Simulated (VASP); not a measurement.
**How strain moves the gap of ScF3**

Aim: follow the gap and pressure of ScF3 through compression, expansion and shear. All runs use LDA. The start is a cell from a database of measured crystal structures.

Calculated with VASP 6.6.1; LDA; plane waves and PAW (Sc_sv, F).

### Step 1. The starting structure

It takes space group Pm-3m (No. 221, cubic). Conventional cell: a = 4.012 Å, b = 4.012 Å, c = 4.012 Å, α = 90.00°, β = 90.00°, γ = 90.00°. Nearest to Sc lie 6 F at 2.01 Å. Nearest to F lie 2 Sc at 2.01 Å. Farther neighbours and most contacts between anions are not listed.

As a file:

```cif
data_structure
_symmetry_space_group_name_H-M 'Pm-3m'
_symmetry_Int_Tables_number 221
_cell_length_a 4.0125
_cell_length_b 4.0125
_cell_length_c 4.0125
_cell_angle_alpha 90.000
_cell_angle_beta 90.000
_cell_angle_gamma 90.000
_cell_volume 64.60
loop_
_atom_site_label
_atom_site_type_symbol
_atom_site_symmetry_multiplicity
_atom_site_Wyckoff_symbol
_atom_site_fract_x
_atom_site_fract_y
_atom_site_fract_z
_atom_site_occupancy
Sc1 Sc 1 a 0.00000 0.00000 0.00000 1
F1 F 3 d 0.50000 0.00000 0.00000 1
```

### Step 2. Reference run

A single point gives energy, forces and stress at these settings. LDA, the lowest rung, knows the local density alone.

INCAR

```
SYSTEM = ScF3
PREC = Accurate
ENCUT = 520
EDIFF = 1E-06
NELM = 100
ISMEAR = -1
SIGMA = 0.05
LREAL = .FALSE.
ALGO = Normal
GGA = CA
NBANDS = 22
LASPH = .TRUE.
LORBIT = 11
LWAVE = .FALSE.
LCHARG = .FALSE.
KPAR = 4
ISIF = 2
```

POSCAR

```
ScF3
1.0
    4.0124500000      0.0000000000      0.0000000000
    0.0000000000      4.0124500000      0.0000000000
    0.0000000000      0.0000000000      4.0124500000
Sc F
1 3
Direct
    0.0000000000      0.0000000000      0.0000000000
    0.5000000000      0.0000000000      0.0000000000
    0.0000000000      0.5000000000      0.0000000000
    0.0000000000      0.0000000000      0.5000000000
```

KPOINTS

```
Automatic mesh
0
Gamma
6 6 6
0 0 0
```

PAW data sets: Sc_sv and F (LDA family, release 64).

Launch:

```console
$ mpirun -np 4 vasp_std
```

Output:

```text
[banner, memory and clock lines left out]
running    4 mpi-ranks, on    1 nodes
 distrk:  each k-point on    1 cores,    4 groups
 distr:  one band on    1 cores,    1 groups

 POSCAR found type information on POSCAR ScF
 POSCAR found :  2 types and       4 ions
 LDA part: xc-table for (Slater(with rela. corr.)+CA(PZ))
 , standard interpolation
 POSCAR, INCAR and KPOINTS ok, starting setup
 FFT: planning ... GRIDC
 FFT: planning ... GRID_SOFT
 FFT: planning ... GRID
 WAVECAR not read
 entering main loop
       N       E                     dE             d eps       ncg     rms          rms(c)
DAV:   1     0.426695415166E+03    0.42670E+03   -0.15587E+04   888   0.152E+03
DAV:   2     0.775522166449E+01   -0.41894E+03   -0.40072E+03  1184   0.466E+02
DAV:   3    -0.330072921202E+02   -0.40763E+02   -0.40207E+02  1282   0.170E+02
DAV:   4    -0.340437083894E+02   -0.10364E+01   -0.10356E+01  1222   0.256E+01
DAV:   5    -0.340578603259E+02   -0.14152E-01   -0.14145E-01  1108   0.280E+00    0.163E+01
DAV:   6    -0.297057635635E+02    0.43521E+01   -0.15138E+01  1420   0.523E+01    0.727E+00
DAV:   7    -0.296459243579E+02    0.59839E-01   -0.12073E+00  1206   0.784E+00    0.426E+00
DAV:   8    -0.295942017238E+02    0.51723E-01   -0.39880E-01  1334   0.622E+00    0.106E+00
DAV:   9    -0.295804763964E+02    0.13725E-01   -0.37759E-02  1180   0.153E+00    0.339E-01
DAV:  10    -0.295797612743E+02    0.71512E-03   -0.52316E-03  1128   0.107E+00    0.190E-01
DAV:  11    -0.295794603273E+02    0.30095E-03   -0.57145E-03  1330   0.877E-01    0.104E-01
DAV:  12    -0.295793516364E+02    0.10869E-03   -0.10679E-03  1276   0.515E-01    0.404E-02
DAV:  13    -0.295793309047E+02    0.20732E-04   -0.43524E-05  1276   0.100E-01    0.221E-02
DAV:  14    -0.295793221434E+02    0.87612E-05   -0.48083E-05  1318   0.839E-02    0.381E-03
DAV:  15    -0.295793220423E+02    0.10111E-06   -0.91937E-07   624   0.143E-02
   1 F= -.29579322E+02 E0= -.29579322E+02  d E =-.292773E-10
```

Elapsed: 4 s, on 4 MPI ranks of Intel Xeon 6975P-C (Granite Rapids), shared host; peak memory 0.6 GiB; 14 s of CPU time.

Lines that name or quote the potential files are left out of all logs, and their timing lines are given in words.

From OUTCAR (step 2):

```text
ion  position               nearest neighbor table
   1  0.000  0.000  0.000-   2 2.01   3 2.01   4 2.01   4 2.01   3 2.01   2 2.01
   2  0.500  0.000  0.000-   1 2.01   1 2.01
   3  0.000  0.500  0.000-   1 2.01   1 2.01
   4  0.000  0.000  0.500-   1 2.01   1 2.01

  LATTYP: Found a simple cubic cell.
 ALAT       =     4.0124500000

 Subroutine GETGRP returns: Found 48 space group operations
 (whereof 48 operations were pure point group operations)

The static configuration has the point symmetry O_h .

 Found     20 irreducible k-points:

   k-points           NKPTS =     20   k-points in BZ     NKDIM =     20   number of bands    NBANDS=     22

   dimension x,y,z NGX =    30 NGY =   30 NGZ =   30
   dimension x,y,z NGXF=    60 NGYF=   60 NGZF=   60

   ENCUT  =  520.0 eV  38.22 Ry    6.18 a.u.   7.46  7.46  7.46*2*pi/ulx,y,z

   NELECT =      32.0000    total number of electrons

 k-points in reciprocal lattice and weights: Automatic mesh
   0.00000000  0.00000000  0.00000000       0.005
   0.16666667  0.00000000  0.00000000       0.028
   0.33333333  0.00000000  0.00000000       0.028
   0.50000000  0.00000000  0.00000000       0.014
   0.16666667  0.16666667  0.00000000       0.056
   0.33333333  0.16666667  0.00000000       0.111
   0.50000000  0.16666667  0.00000000       0.056
   0.33333333  0.33333333  0.00000000       0.056
   0.50000000  0.33333333  0.00000000       0.056
[...]
0.50000000  0.50000000  0.33333333       0.028
   0.50000000  0.50000000  0.50000000       0.005

 average (electrostatic) potential at core
       1 -51.1226       2 -79.5765       3 -79.5765       4 -79.5765

 E-fermi :  -2.7081

 k-point     1 :       0.0000    0.0000    0.0000
  band No.  band energies     occupation
    ...
     12      -4.4477      2.00000
     13      -4.4477      2.00000
     14      -4.3922      2.00000
     15      -4.3922      2.00000
     16      -4.3922      2.00000
     17       2.3235      0.00000
     18       2.3235      0.00000
     19       2.3235      0.00000
     20       3.7483      0.00000
     21       4.0917      0.00000
    ...

 k-point     2 :       0.1667    0.0000    0.0000
  band No.  band energies     occupation
    ...
     12      -4.5676      2.00000
     13      -4.5676      2.00000
     14      -4.4799      2.00000
     15      -4.4078      2.00000
     16      -4.4078      2.00000
     17       2.3338      0.00000
     18       2.5557      0.00000
     19       2.5557      0.00000
     20       4.0856      0.00000
     21       4.0991      0.00000
    ...

 k-point     3 :       0.3333    0.0000    0.0000
  band No.  band energies     occupation
    ...
     12      -4.8559      2.00000
     13      -4.8559      2.00000
     14      -4.5432      2.00000
     15      -4.4059      2.00000
     16      -4.4059      2.00000
     17       2.3544      0.00000
     18       3.0164      0.00000
     19       3.0164      0.00000
     20       4.1135      0.00000
     21       4.8239      0.00000
    ...

  Total       -0.9436871     -0.9436871     -0.9436871     -0.0000000      0.0000000      0.0000000
  in kB      -23.4050562    -23.4050562    -23.4050562     -0.0000000      0.0000000      0.0000000
  external PRESSURE =     -23.4050562 kB  Pullay stress =       0.0000000 kB

  energy-cutoff  :      520.00
  volume of cell :       64.60
      direct lattice vectors                 reciprocal lattice vectors
     4.012450000  0.000000000  0.000000000     0.249224289  0.000000000  0.000000000
     0.000000000  4.012450000  0.000000000     0.000000000  0.249224289  0.000000000
     0.000000000  0.000000000  4.012450000     0.000000000  0.000000000  0.249224289

 POSITION                                       TOTAL-FORCE (eV/Angst)
 -----------------------------------------------------------------------------------
      0.00000      0.00000      0.00000         0.000000      0.000000      0.000000
      2.00623      0.00000      0.00000         0.000000      0.000000      0.000000
      0.00000      2.00623      0.00000         0.000000      0.000000      0.000000
      0.00000      0.00000      2.00623         0.000000      0.000000      0.000000
 -----------------------------------------------------------------------------------
    total drift:                                0.000000      0.000000      0.000000

  FREE ENERGIE OF THE ION-ELECTRON SYSTEM (eV)
  ---------------------------------------------------
  free  energy   TOTEN  =       -29.5793220423 eV

  energy  without entropy=      -29.5793220423  energy(sigma->0) =      -29.57932204

 total charge
# of ion       s       p       d       tot
------------------------------------------
    1        2.202   6.273   0.986   9.461
    2        1.728   4.370   0.000   6.098
    3        1.728   4.370   0.000   6.098
    4        1.728   4.370   0.000   6.098
--------------------------------------------------
tot          7.387  19.382   0.986  27.755

[... 3 further parts left out ...]
```

The gap is read on the k-mesh alone, so it is an upper bound where the band edges lie off the mesh. At this level the cell is under a tension of 2.3 GPa, so at these settings it is away from equilibrium.

This step gave:

```
SCF cycles                     : 15
electrons                      : 32
bands                          : 22
irreducible k-points           : 20
symmetry operations            : 48
free energy (TOTEN)            : -29.58 eV
Fermi energy                   : -2.708 eV
pressure                       : -2.341 GPa
metallic                       : no
valence top at k               : 0.5, 0.5, 0.5
conduction bottom at k         : 0, 0, 0
least direct gap at k          : 0, 0, 0
gap on the k-mesh              : 6.184 eV
least direct gap on the k-mesh : 6.716 eV
```

The pressure is -2.34 GPa and the largest force 0.000 eV/Å, so the cell is not at a minimum at these settings.

### Step 3. Bands, cell as listed

The mesh alone shows little of the dispersion and can miss band extrema, so KPOINTS_OPT adds a path through the symmetry points after the self-consistent cycle.

INCAR, as its differences from that of step 2:

```diff
@@ -10,3 +10,3 @@
 GGA = CA
-NBANDS = 22
+NBANDS = 30
 LASPH = .TRUE.
@@ -16,2 +16 @@
 KPAR = 4
-ISIF = 2
```

POSCAR is that of step 2.

KPOINTS is that of step 2.

KPOINTS_OPT

```
Line mode
16
Line-mode
Reciprocal
  0.00000000   0.00000000   0.00000000 GAMMA
  0.00000000   0.50000000   0.00000000 X

  0.00000000   0.50000000   0.00000000 X
  0.50000000   0.50000000   0.00000000 M

  0.50000000   0.50000000   0.00000000 M
  0.00000000   0.00000000   0.00000000 GAMMA

  0.00000000   0.00000000   0.00000000 GAMMA
  0.50000000   0.50000000   0.50000000 R

  0.50000000   0.50000000   0.50000000 R
  0.00000000   0.50000000   0.00000000 X

  0.50000000   0.50000000   0.00000000 M
  0.50000000   0.50000000   0.50000000 R
```

Launch:

```console
$ mpirun -np 4 vasp_std
```

Output:

```text
[... set-up lines as in an earlier step ...]
 entering main loop
       N       E                     dE             d eps       ncg     rms          rms(c)
DAV:   1     0.368186436532E+03    0.36819E+03   -0.14695E+04  1216   0.110E+03
DAV:   2    -0.197782939100E+01   -0.37016E+03   -0.33485E+03  1310   0.359E+02
DAV:   3    -0.333094891664E+02   -0.31332E+02   -0.30787E+02  1654   0.119E+02
DAV:   4    -0.340438658853E+02   -0.73438E+00   -0.73368E+00  1484   0.184E+01
DAV:   5    -0.340576610879E+02   -0.13795E-01   -0.13794E-01  1508   0.249E+00    0.163E+01
DAV:   6    -0.297715613038E+02    0.42861E+01   -0.81105E+00  1824   0.383E+01    0.742E+00
DAV:   7    -0.296430704236E+02    0.12849E+00   -0.64750E-01  1624   0.508E+00    0.421E+00
DAV:   8    -0.295831519715E+02    0.59918E-01   -0.15646E-01  1836   0.448E+00    0.578E-01
DAV:   9    -0.295844786354E+02   -0.13267E-02   -0.69859E-02  1632   0.198E+00    0.889E-01
DAV:  10    -0.295791524466E+02    0.53262E-02   -0.14683E-02  1356   0.780E-01    0.131E-01
DAV:  11    -0.295793911392E+02   -0.23869E-03   -0.71784E-04  1638   0.376E-01    0.119E-01
DAV:  12    -0.295793236248E+02    0.67514E-04   -0.10915E-04  1568   0.222E-01    0.174E-02
DAV:  13    -0.295793270545E+02   -0.34296E-05   -0.16830E-05  1646   0.844E-02    0.307E-02
DAV:  14    -0.295793219555E+02    0.50989E-05   -0.97588E-06  1490   0.580E-02    0.998E-04
DAV:  15    -0.295793220726E+02   -0.11708E-06   -0.95219E-07  1122   0.644E-03
   1 F= -.29579322E+02 E0= -.29579322E+02  d E =-.417659E-10
 Start KPOINTS_OPT (optional k-point list driver)
k-point batch [1-20\96]
       N       E                     dE             ncg
DAV:   1    -0.212486760731E+04   -0.11543E+05     1200
DAV:   2    -0.924174073352E+04   -0.71169E+04     1250
DAV:   3    -0.992176737793E+04   -0.68003E+03     1516
DAV:   4    -0.994197493290E+04   -0.20208E+02     1438
DAV:   5    -0.994244853180E+04   -0.47360E+00     1478
DAV:   6    -0.994246146440E+04   -0.12933E-01     1548
DAV:   7    -0.994246173376E+04   -0.26935E-03     1532
DAV:   8    -0.994246174584E+04   -0.12083E-04     1010
DAV:   9    -0.994246174649E+04   -0.64829E-06      944
[...]
k-point batch [81-96\96]
       N       E                     dE             ncg
DAV:   1     0.102900243577E+04   -0.20099E+05      960
DAV:   2    -0.467466895150E+04   -0.57037E+04     1012
DAV:   3    -0.517973730296E+04   -0.50507E+03     1170
DAV:   4    -0.519579835262E+04   -0.16061E+02     1110
DAV:   5    -0.519609289227E+04   -0.29454E+00     1208
DAV:   6    -0.519609968424E+04   -0.67920E-02     1214
DAV:   7    -0.519609978125E+04   -0.97009E-04     1126
DAV:   8    -0.519609978607E+04   -0.48246E-05      790
DAV:   9    -0.519609978634E+04   -0.26467E-06      742
```

Elapsed: 13 s, on 4 MPI ranks; peak memory 0.7 GiB; 51 s of CPU time.

Parts of OUTCAR (step 3):

```text
The static configuration has the point symmetry O_h .

 Found     20 irreducible k-points:

   k-points           NKPTS =     20   k-points in BZ     NKDIM =     20   number of bands    NBANDS=     30

   NELECT =      32.0000    total number of electrons

 E-fermi :  -2.7270

 k-point     1 :       0.0000    0.0000    0.0000
  band No.  band energies     occupation
    ...
     12      -4.4480      2.00000
     13      -4.4480      2.00000
     14      -4.3925      2.00000
     15      -4.3925      2.00000
     16      -4.3925      2.00000
     17       2.3235      0.00000
     18       2.3235      0.00000
     19       2.3235      0.00000
     20       3.7482      0.00000
     21       4.0917      0.00000
    ...

 k-point     2 :       0.1667    0.0000    0.0000
  band No.  band energies     occupation
    ...
     12      -4.5679      2.00000
     13      -4.5679      2.00000
     14      -4.4802      2.00000
     15      -4.4081      2.00000
     16      -4.4081      2.00000
     17       2.3338      0.00000
     18       2.5557      0.00000
     19       2.5557      0.00000
     20       4.0856      0.00000
     21       4.0992      0.00000
    ...

  Total       -0.9302135     -0.9302135     -0.9302135      0.0000000     -0.0000000      0.0000000
  in kB      -23.0708884    -23.0708884    -23.0708884      0.0000000     -0.0000000      0.0000000
  external PRESSURE =     -23.0708884 kB  Pullay stress =       0.0000000 kB

  FREE ENERGIE OF THE ION-ELECTRON SYSTEM (eV)
  ---------------------------------------------------
  free  energy   TOTEN  =       -29.5793220726 eV

  energy  without entropy=      -29.5793220726  energy(sigma->0) =      -29.57932207

 total charge
# of ion       s       p       d       tot
------------------------------------------
    1        2.202   6.273   0.986   9.461
    2        1.728   4.370   0.000   6.098
    3        1.728   4.370   0.000   6.098
    4        1.728   4.370   0.000   6.098
--------------------------------------------------
tot          7.387  19.382   0.986  27.756

[... 8 parts as in an earlier step ...]

[... 5 further parts left out ...]
```

Numbers from this step:

```
bands                             : 30
Fermi energy                      : -2.727 eV
pressure                          : -2.307 GPa
least gap on mesh and path        : 6.185 eV
least direct gap on mesh and path : 6.716 eV
```

Electronic bands along the path, in eV, zero at the valence-band top; v1 is the highest filled band, c1 the lowest empty one:

| point | v4 | v3 | v2 | v1 | c1 | c2 | c3 | c4 |
| --- | --- | --- | --- | --- | --- | --- | --- | --- |
| Γ | -0.59 | -0.53 | -0.53 | -0.53 | 6.18 | 6.18 | 6.18 | 7.61 |
| 0.53 of the way | -0.88 | -0.66 | -0.55 | -0.55 | 6.21 | 6.70 | 6.70 | 7.97 |
| X | -1.18 | -0.71 | -0.54 | -0.54 | 6.23 | 7.11 | 7.11 | 7.98 |
| 0.53 of the way | -0.98 | -0.84 | -0.83 | -0.22 | 6.73 | 7.13 | 7.48 | 8.47 |
| M | -1.16 | -0.96 | -0.96 | -0.01 | 7.15 | 7.15 | 7.79 | 8.64 |
| 0.47 of the way | -0.87 | -0.84 | -0.79 | -0.33 | 6.70 | 6.73 | 7.12 | 8.35 |
| Γ | -0.59 | -0.53 | -0.53 | -0.53 | 6.18 | 6.18 | 6.18 | 7.61 |
| 0.47 of the way | -1.47 | -0.46 | -0.46 | -0.33 | 6.94 | 6.98 | 6.98 | 9.22 |
| R | -2.31 | 0.00 | 0.00 | 0.00 | 7.84 | 7.84 | 7.84 | 10.78 |
| 0.53 of the way | -1.48 | -0.42 | -0.39 | -0.23 | 6.99 | 7.41 | 7.44 | 9.23 |
| X | -1.18 | -0.71 | -0.54 | -0.54 | 6.23 | 7.11 | 7.11 | 7.98 |
| jump to M | -1.16 | -0.96 | -0.96 | -0.01 | 7.15 | 7.15 | 7.79 | 8.64 |
| 0.47 of the way | -1.89 | -0.31 | -0.31 | 0.00 | 7.44 | 7.44 | 7.81 | 9.64 |
| R | -2.31 | 0.00 | 0.00 | 0.00 | 7.84 | 7.84 | 7.84 | 10.78 |

Of the projections kept (Sc, F), the largest for each band there; the rest of the weight can lie on other orbitals:

| point | v4 | v3 | v2 | v1 | c1 | c2 | c3 | c4 |
| --- | --- | --- | --- | --- | --- | --- | --- | --- |
| Γ | F 1.00 | F 0.98 | F 0.98 | F 0.98 | Sc 1.00 | Sc 1.00 | Sc 1.00 | F 0.57 |
| X | F 0.92 | F 1.00 | F 0.99 | F 0.99 | Sc 1.00 | Sc 0.90 | Sc 0.90 | Sc 0.96 |
| M | F 0.92 | F 0.99 | F 0.99 | F 1.00 | Sc 0.90 | Sc 0.90 | Sc 0.85 | Sc 0.93 |
| Γ | F 1.00 | F 0.98 | F 0.98 | F 0.98 | Sc 1.00 | Sc 1.00 | Sc 1.00 | F 0.57 |
| R | F 0.88 | F 1.00 | F 1.00 | F 1.00 | Sc 0.87 | Sc 0.87 | Sc 0.87 | Sc 0.79 |
| X | F 0.92 | F 1.00 | F 0.99 | F 0.99 | Sc 1.00 | Sc 0.90 | Sc 0.90 | Sc 0.96 |

The path finds the gap of the mesh within 0.02 eV, so the mesh comes close to both band edges.

[end of part 1 of 4]

[Lines on the potential files, build, host, timing and source positions are cut from VASP's logs without a mark.]

[Logs are printed without paths, hosts, clocks, repeated set-up lines and the standing remarks that a program may print on its own settings, such as how far it seeks lower states.]

[Hosts, paths, dates, database ids (printed as entryN), source tags and the programs' standing remarks are cut or masked in the printed files.]

[A measured line is paired with the nearest computed mode of its activity, which favours agreement.]
